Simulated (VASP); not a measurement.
Given:

```
CsBr
1.0
    0.00000     3.65861     3.65861
    3.65861     0.00000     3.65861
    3.65861     3.65861     0.00000
Cs Br
1 1
Direct
  0.00000   0.00000   0.00000
  0.50000   0.50000   0.50000
```

All values below come from r2SCAN meta-GGA, VASP's PBE PAW potentials (set 64) (plane waves; VASP 6.6.1). Run with 400 eV cut-off, 6×6×6 Γ-centred mesh, Gaussian smearing of 0.050 eV, potentials Cs_sv Br.

Unless said otherwise, spin-orbit coupling is left out, though it shifts the bands of the heavy elements here.

Problem. Predict the energy per atom (σ→0), band gap (on the k-mesh) with the smallest direct gap where there is one.

Solution. 
The band gap (on the k-mesh) is 4.89 eV and the smallest direct gap (on the k-mesh) is 4.89 eV. The energy per atom (σ→0) is -21.156 eV/atom.

Total energies compare only between runs with the same potentials, cut-off and functional.

The structure comes from a computed database's CsBr entry (Fm-3m); how it stands against other phases isn't given here. It was relaxed first. The start is the result of an earlier pass.
